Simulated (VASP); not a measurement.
Calculation: r2SCAN meta-GGA, VASP's PBE PAW potentials (set 64) (plane waves; VASP).

A VASP calculation is set up with these files.

**INCAR**
```
ALGO  =  Normal
EDIFF  =  1E-6
EDIFFG  =  -0.02
ENCUT  =  400
IBRION  =  2
ISIF  =  3
ISMEAR  =  1
LASPH  =  .TRUE.
LCHARG  =  .FALSE.
LMAXMIX  =  4
LMIXTAU  =  .TRUE.
LREAL  =  .FALSE.
LWAVE  =  .FALSE.
METAGGA  =  R2SCAN
NELM  =  100
NSW  =  60
PREC  =  Accurate
SIGMA  =  0.1
SYSTEM  =  MoSi2
```

### KPOINTS
```
K-points
0
Gamma
 12 12 12
```

POSCAR:
```
MoSi2
1
   -1.5965546374     1.5965546374     3.9053911862
    1.5965546374    -1.5965546374     3.9053911862
    1.5965546374     1.5965546374    -3.9053911862
Si Mo
2 1
Direct
  0.6648097220   0.6648097220   0.0000000000
  0.3351902780   0.3351902780   0.0000000000
  0.0000000000   0.0000000000   0.0000000000
```

POTCAR, in this order: Si Mo_sv (PBE.64 set). Program: vasp_std.

Question: What does the run give for the energy per atom (σ→0), volume per atom, band gap (on the k-mesh)?

Answer: 
```json
{
  "energy per atom (σ→0)": "-15.005 eV/atom",
  "band gap (on the k-mesh)": "none (metal, semimetal or under 0.01 eV)",
  "volume_per_atom": "13.36 Å³/atom"
}
```

OSZICAR:
```
...
DAV:   2    -0.450153354770E+02    0.22397E-03   -0.39066E-04  6087   0.162E-01    0.463E-02
DAV:   3    -0.450153109216E+02    0.24555E-04   -0.14386E-04  6157   0.113E-01    0.173E-02
DAV:   4    -0.450153181344E+02   -0.72128E-05   -0.17011E-05  5569   0.364E-02    0.653E-03
DAV:   5    -0.450153145402E+02    0.35942E-05   -0.48987E-06  5170   0.221E-02    0.352E-03
DAV:   6    -0.450153183374E+02   -0.37972E-05   -0.15631E-06  2889   0.135E-02    0.143E-03
DAV:   7    -0.450153168797E+02    0.14577E-05   -0.31758E-07  2487   0.596E-03    0.750E-04
DAV:   8    -0.450153178326E+02   -0.95290E-06   -0.48260E-08  2494   0.243E-03
   4 F= -.45015318E+02 E0= -.45015116E+02  d E =-.457913E-04
```

The compound is MoSi2 in the MoSi2 type structure. This run relaxes it. Symmetry was kept, so distortions that lower it aren't found. The start is the result of an earlier pass.
